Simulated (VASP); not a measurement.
OSZICAR of a VASP run on TiOs (atoms displaced from the Pm-3m structure):

### OSZICAR
```
       N       E                     dE             d eps       ncg     rms          rms(c)
DAV:   1     0.122177446319E+03    0.12218E+03   -0.79937E+03 40764   0.114E+03
DAV:   2    -0.101199517814E+02   -0.13230E+03   -0.12905E+03 41804   0.349E+02
DAV:   3    -0.238449891228E+02   -0.13725E+02   -0.13545E+02 71956   0.100E+02
DAV:   4    -0.242521002420E+02   -0.40711E+00   -0.40693E+00 41680   0.150E+01
DAV:   5    -0.242659069914E+02   -0.13807E-01   -0.13806E-01 59180   0.218E+00    0.167E+01
DAV:   6    -0.227338000358E+02    0.15321E+01   -0.12701E+01 57108   0.385E+01    0.106E+01
DAV:   7    -0.222389581993E+02    0.49484E+00   -0.76109E+00 60548   0.199E+01    0.436E+00
DAV:   8    -0.219854830391E+02    0.25348E+00   -0.14095E+00 55242   0.121E+01    0.127E+00
DAV:   9    -0.219807684811E+02    0.47146E-02   -0.48528E-02 43960   0.289E+00    0.233E-01
DAV:  10    -0.219811312376E+02   -0.36276E-03   -0.19114E-03 54784   0.449E-01    0.106E-01
DAV:  11    -0.219811325522E+02   -0.13146E-05   -0.14892E-04 48558   0.155E-01    0.417E-02
DAV:  12    -0.219811049797E+02    0.27573E-04   -0.10039E-04 56400   0.682E-02    0.440E-03
DAV:  13    -0.219811050183E+02   -0.38583E-07   -0.13286E-06 27040   0.119E-02
   1 F= -.21981105E+02 E0= -.21980128E+02  d E =-.195372E-02
```

**Question.** Which electronic solver shows in the log?

**Answer.** It is blocked Davidson (ALGO = Normal, or the opening steps of other solvers). The INCAR had ALGO = Normal.

**Question.** Can the final energy be trusted as converged?

**Answer.** The run converged. It stopped with EDIFF = 1E-6, NELM = 100 (PBEsol GGA, plane waves, VASP's PBE PAW potentials (set 64)).

The structure comes from a computed database's TiOs entry (Pm-3m); how it stands against other phases isn't given here. The cell was not relaxed at this level, atoms are displaced from their ideal sites.
